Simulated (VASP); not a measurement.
A run of VASP 6.6.1 is set up as follows.

File INCAR:

```
SYSTEM = ZnSe
PREC = Accurate
ENCUT = 520
EDIFF = 1E-7
ISMEAR = 0
SIGMA = 0.02
LREAL = .FALSE.
LASPH = .TRUE.
NELM = 80
ALGO = Fast
ISIF = 3
LWAVE = .FALSE.
LCHARG = .FALSE.
GGA = PE
IBRION = 2
NSW = 80
EDIFFG = -0.002
AMIX = 0.2
```

Contents of KPOINTS:

```
Automatic mesh
0
G
  10 10 10
  0 0 0
```

The input POSCAR:

```
ZnSe                                    
1.0
    0.0000000000      2.8699490005      2.8699490005
    2.8699490005     -0.0000000000      2.8699490005
    2.8699490005      2.8699490005     -0.0000000000
  Zn              Se            
     1     1
Direct
     1.0000000000000000    1.0000000000000000    1.0000000000000000
     0.2500000000000000    0.2500000000000000    0.2500000000000000
```

Potentials or basis: VASP PAW PBE potentials, release 64 (Zn, Se).

Run with:

```console
$ cat potpaw_PBE.64/Zn/POTCAR potpaw_PBE.64/Se/POTCAR > POTCAR
$ mpirun -np 1 vasp_std > vasp.out
```

(1) Estimate the band gap on the k mesh.

Answers

(1) 1.14 eV, direct.

Caveat: the relaxation stopped at its first step, so nothing moved.
